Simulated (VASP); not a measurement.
Input:

```xyz
8
Lattice="6.5273 0.0000 0.0000 0.0000 6.5273 0.0000 0.0000 0.0000 6.5273" Properties=species:S:1:pos:R:3 pbc="T T T"
In     0.0549     6.4724     6.4724
In     3.2087     3.3185     6.4724
In     3.2087     6.4724     3.3185
In     0.0549     3.3185     3.3185
Sb     1.6318     1.6318     1.6318
Sb     4.8955     4.8955     1.6318
Sb     4.8955     1.6318     4.8955
As     1.6318     4.8955     4.8955
```

Computed with PBE GGA, VASP's PBE PAW potentials (set 64) (plane waves; VASP). Settings: 400 eV cut-off, Gaussian smearing of 0.050 eV, potentials In_d Sb As.

Problem. Give the energies of bands 29 to 42 at the high-symmetry points, in eV from the Fermi level.

Solution. 
```csv
band,Γ,X,M,R
29,-2.15,-2.63,-2.58,-1.19
30,-2.15,-2.63,-2.54,-1.19
31,-2.00,-2.48,-2.54,-1.19
32,-2.00,-2.47,-2.37,-0.81
33,-2.00,-1.44,-1.13,-0.81
34,-0.68,-1.44,-1.13,-0.81
35,0.01,-1.12,-0.88,-0.66
36,0.01,-1.12,-0.70,-0.66
37,0.01,1.61,1.67,-0.01
38,1.43,1.80,1.89,0.64
39,1.43,2.25,2.16,0.64
40,1.48,2.48,2.16,0.64
41,1.48,3.33,4.11,3.79
42,1.48,3.33,4.30,3.80
```

It has no gap at this level: it comes out as a metal or semimetal.

The structure was generated: In4AsSb3 was put into an ordered model structure (P-43m), which need not be its known phase. It was relaxed first, which changed the volume by +7 %.
